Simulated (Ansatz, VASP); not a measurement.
**Cross-check of P2N (phosphorene, 3 layers, N on P sites) between VASP and Ansatz**

One calculation is typed for both programs; each brings its own data sets. How far apart do they land? The cell is taken from a series of runs on this material, whose earlier steps may have relaxed, scaled, displaced or heated it; both programs get it as it stands.

Calculated with Ansatz 0.2.0; plane waves, with VASP 6.6.1 beside it; PBE.

## (1) Set-up

The cell holds 72 atoms: 48 P and 24 N. Cell: a = 10.340 Å, b = 9.102 Å, c = 29.176 Å, α = 90.0°, β = 90.0°, γ = 90.0°. It derives from P (phosphorene). As first built, before any earlier steps moved the atoms or strained the cell (in the runner's words): 3 layers of phosphorene (a = 3.314 A), 3 x 2 cells, biaxial strain +4 %, every second layer slid by 0.500 of a1; facing atoms 3.38, 3.4 A apart;; 24 of 72 P replaced by N at random; displaced by a Gaussian of 0.02 A Then every atom was moved at random, 0.02 A r.m.s. a Cartesian component (hydrogen 0.6 of that). Vacuum lies along c.

As a file:

```xyz
72
Lattice="10.3397 0.0000 0.0000 0.0000 9.1021 0.0000 0.0000 0.0000 29.1760" Properties=species:S:1:pos:R:3
P    10.2860    0.3831   10.1521
P     0.0051    8.7181    8.0062
P     1.7371    2.6473    7.9324
P    10.3229    4.8873   10.1238
P    10.3269    4.1514    7.9691
P     1.7576    6.4419   10.1369
P     1.7705    7.2290    7.9837
P     3.4552    0.3161   10.1436
P     3.4558    8.7285    7.9691
P     5.1883    1.9366   10.1716
P     5.1996    2.6482    7.9756
P     3.4577    4.9841   10.1287
P     5.1583    7.2341    8.0187
P     6.8934    0.3688   10.1454
P     6.8486    8.7582    7.9452
P     8.6703    2.6468    7.9578
P     6.9115    4.9221   10.1203
P     8.6079    7.1790    7.9893
P     3.4141    1.8980   15.7130
P     1.6880    4.8880   15.6976
P     1.7285    4.2089   13.5073
P     3.4746    6.4615   15.6923
P     3.4011    7.1575   13.5228
P     5.1556    8.7298   13.4583
P     6.8694    1.9298   15.6477
P     6.9114    2.6388   13.4851
P     5.1886    4.9217   15.6847
P     5.1892    4.1556   13.5403
P     6.9115    7.1917   13.5059
P     8.5950    8.7387   13.4994
P    10.3336    1.9198   15.6768
P     0.0168    2.6347   13.5053
P    10.3281    6.4852   15.6503
P     0.0113    8.7527   19.0665
P     1.7169    2.6800   19.0038
P     0.0138    4.9442   21.1946
P     0.0365    4.2348   19.0861
P     1.7464    7.1732   19.0394
P     3.4899    0.3547   21.1821
P     3.4760    8.7253   19.0239
P     5.1742    2.6838   19.0405
P     3.4185    4.9244   21.1479
P     5.1512    7.1826   19.0721
P     6.8686    0.3788   21.1792
P     6.8993    8.7288   19.0513
P     8.6686    2.6328   19.0137
P     6.8753    4.9160   21.1710
P     8.6127    6.4846   21.1616
N     1.7702    1.8916   10.1748
N     3.5029    4.2529    8.0228
N     5.1561    6.4683   10.1293
N     8.6531    1.9338   10.1419
N     6.8567    4.1982    8.0111
N     8.5638    6.4818   10.0861
N     1.6958    0.3685   15.6261
N     1.7695    8.6841   13.5409
N     3.4430    2.6865   13.5172
N     5.1499    0.3594   15.6518
N     6.8949    6.4100   15.6030
N     8.6105    0.3381   15.6623
N     8.6274    4.9442   15.6984
N     8.6243    4.1919   13.4957
N    10.2913    7.1999   13.5648
N    10.2891    0.3539   21.1579
N     1.7490    1.9103   21.1736
N     1.7421    6.4972   21.1978
N     5.1521    1.9367   21.1847
N     3.4579    4.1652   19.0277
N     5.1950    6.4142   21.1937
N     8.6532    1.9024   21.2177
N     6.8910    4.1665   19.0942
N     8.6081    7.2112   19.0703
```

## (2) VASP: single point, PBE

With cell and atoms fixed, the geometry can't cause a difference; cores, projectors, grids and the points listed under the comparison can.

Lines of VASP's logs that name or quote its potential files are left out, and so is its time.

The input, INCAR:

```
SYSTEM = P2N
PREC = Accurate
ENCUT = 520
EDIFF = 1E-06
NELM = 120
ISMEAR = -1
SIGMA = 0.05
LREAL = Auto
ALGO = Normal
GGA = PE
NBANDS = 232
LORBIT = 11
LWAVE = .FALSE.
LCHARG = .FALSE.
ISIF = 2
LASPH = .TRUE.
GGA_COMPAT = .FALSE.
EFERMI = MIDGAP
NCORE = 2
```

The input, POSCAR:

```
P2N
1.0
   10.3397000000      0.0000000000      0.0000000000
    0.0000000000      9.1021000000      0.0000000000
    0.0000000000      0.0000000000     29.1760000000
P N
48 24
Direct
    0.9948100000      0.0420900000      0.3479600000
    0.0004900000      0.9578100000      0.2744100000
    0.1680000000      0.2908400000      0.2718800000
    0.9983800000      0.5369400000      0.3469900000
    0.9987600000      0.4560900000      0.2731400000
    0.1699900000      0.7077400000      0.3474400000
    0.1712300000      0.7942100000      0.2736400000
    0.3341700000      0.0347300000      0.3476700000
    0.3342300000      0.9589600000      0.2731400000
    0.5017800000      0.2127600000      0.3486300000
    0.5028800000      0.2909400000      0.2733600000
    0.3344100000      0.5475800000      0.3471600000
    0.4988800000      0.7947700000      0.2748400000
    0.6666900000      0.0405200000      0.3477300000
    0.6623600000      0.9622200000      0.2723200000
    0.8385400000      0.2907900000      0.2727500000
    0.6684400000      0.5407700000      0.3468700000
    0.8325100000      0.7887200000      0.2738300000
    0.3301900000      0.2085200000      0.5385600000
    0.1632500000      0.5370200000      0.5380300000
    0.1671700000      0.4624100000      0.4629600000
    0.3360400000      0.7098900000      0.5378500000
    0.3289400000      0.7863600000      0.4634900000
    0.4986200000      0.9591000000      0.4612800000
    0.6643700000      0.2120200000      0.5363200000
    0.6684300000      0.2899100000      0.4622000000
    0.5018100000      0.5407200000      0.5375900000
    0.5018700000      0.4565500000      0.4640900000
    0.6684400000      0.7901100000      0.4629100000
    0.8312600000      0.9600800000      0.4626900000
    0.9994100000      0.2109200000      0.5373200000
    0.0016200000      0.2894600000      0.4628900000
    0.9988800000      0.7125000000      0.5364100000
    0.0010900000      0.9616100000      0.6535000000
    0.1660500000      0.2944400000      0.6513500000
    0.0013300000      0.5431900000      0.7264400000
    0.0035300000      0.4652600000      0.6541700000
    0.1689000000      0.7880800000      0.6525700000
    0.3375200000      0.0389700000      0.7260100000
    0.3361800000      0.9586000000      0.6520400000
    0.5004200000      0.2948600000      0.6526100000
    0.3306200000      0.5410200000      0.7248400000
    0.4982000000      0.7891100000      0.6536900000
    0.6642900000      0.0416200000      0.7259100000
    0.6672600000      0.9589900000      0.6529800000
    0.8383800000      0.2892500000      0.6516900000
    0.6649400000      0.5400900000      0.7256300000
    0.8329700000      0.7124300000      0.7253100000
    0.1712000000      0.2078200000      0.3487400000
    0.3387800000      0.4672400000      0.2749800000
    0.4986700000      0.7106400000      0.3471800000
    0.8368800000      0.2124600000      0.3476100000
    0.6631400000      0.4612300000      0.2745800000
    0.8282400000      0.7121200000      0.3457000000
    0.1640100000      0.0404800000      0.5355800000
    0.1711400000      0.9540800000      0.4641100000
    0.3329900000      0.2951500000      0.4633000000
    0.4980700000      0.0394800000      0.5364600000
    0.6668400000      0.7042300000      0.5347900000
    0.8327600000      0.0371500000      0.5368200000
    0.8344000000      0.5431900000      0.5380600000
    0.8341000000      0.4605400000      0.4625600000
    0.9953200000      0.7910200000      0.4649300000
    0.9951100000      0.0388800000      0.7251800000
    0.1691500000      0.2098800000      0.7257200000
    0.1684900000      0.7138100000      0.7265500000
    0.4982800000      0.2127700000      0.7261000000
    0.3344300000      0.4576100000      0.6521700000
    0.5024300000      0.7046900000      0.7264100000
    0.8368900000      0.2090100000      0.7272300000
    0.6664600000      0.4577500000      0.6544500000
    0.8325300000      0.7922600000      0.6536300000
```

The input, KPOINTS:

```
Automatic mesh
0
Gamma
1 1 1
0 0 0
```

Potentials, in the order of the species: P and N (PBE family, release 64).

Launch:

```bash
mpirun -np 8 vasp_gam
```

Numbers of over 12 decimals in the logs are rounded to 6 here.

Log:

```text
[banner, memory and clock lines left out]
running    8 mpi-ranks, on    1 nodes
[...]
LDA part: xc-table for (Slater+PW92), standard interpolation
 POSCAR, INCAR and KPOINTS ok, starting setup
[...]
entering main loop
       N       E                     dE             d eps       ncg     rms          rms(c)
DAV:   1     0.316186155602E+04    0.31619E+04   -0.15040E+05   464   0.130E+03
DAV:   2     0.158004223186E+03   -0.30039E+04   -0.28876E+04   744   0.251E+02
DAV:   3    -0.343309139569E+03   -0.50131E+03   -0.48593E+03   544   0.108E+02
DAV:   4    -0.384228062848E+03   -0.40919E+02   -0.40103E+02   712   0.308E+01
[...]
DAV:  36    -0.366695614347E+03   -0.20739E-05   -0.72371E-08   304   0.259E-04    0.630E-05
DAV:  37    -0.366695615468E+03   -0.11205E-05   -0.44912E-08   288   0.201E-04    0.397E-05
DAV:  38    -0.366695615788E+03   -0.32035E-06   -0.13449E-08   280   0.138E-04
   1 F= -.36669562E+03 E0= -.36668539E+03  d E =-.204574E-01
```

Parts of OUTCAR (step 2):

```text
 POSITION                                       TOTAL-FORCE (eV/Angst)
 -----------------------------------------------------------------------------------
     10.28604      0.38311     10.15208         0.132039      2.647645     -0.384297
      0.00507      8.71808      8.00619        -0.226093     -0.186752      0.561140
      1.73707      2.64725      7.93237         1.082121      1.121098      2.782417
     10.32295      4.88728     10.12378        -0.756813      1.446638     -0.403778
     10.32688      4.15138      7.96913         0.296978     -0.281175      0.635019
      1.75765      6.44192     10.13691        -0.342268     -0.338166     -0.671615
      1.77047      7.22898      7.98372        -0.495916      0.088916      0.549258
      3.45522      0.31612     10.14362        -0.905853      1.957886     -0.427028
      3.45584      8.72855      7.96913         0.217499     -0.048412      0.790139
      5.18825      1.93656     10.17163        -0.161943     -0.653818     -0.942217
      5.19963      2.64816      7.97555         0.134367      2.930358      1.042471
      3.45770      4.98413     10.12874         1.544133      0.432733     -2.319952
      5.15827      7.23408      8.01873         0.011025     -0.412420      2.275951
      6.89337      0.36882     10.14537         1.003496      1.512050     -0.736509
[...]
-----------------------------------------------------------------------------------
    total drift:                                0.011678      0.012939     -0.003671

  FREE ENERGIE OF THE ION-ELECTRON SYSTEM (eV)
  ---------------------------------------------------
  free  energy   TOTEN  =      -366.6956157879 eV

  energy  without entropy=     -366.6751583866  energy(sigma->0) =     -366.68538709

[... 1 further part left out ...]
```

(Continued in part 2 of 2.)

[Lines on the potential files, build, host, timing and source positions are cut from VASP's logs without a mark.]

[Logs are printed without paths, hosts, clocks, repeated set-up lines and the standing remarks that a program may print on its own settings, such as how far it seeks lower states.]

[Hosts, paths, dates, database ids (printed as entryN), source tags and the programs' standing remarks are cut or masked in the printed files.]
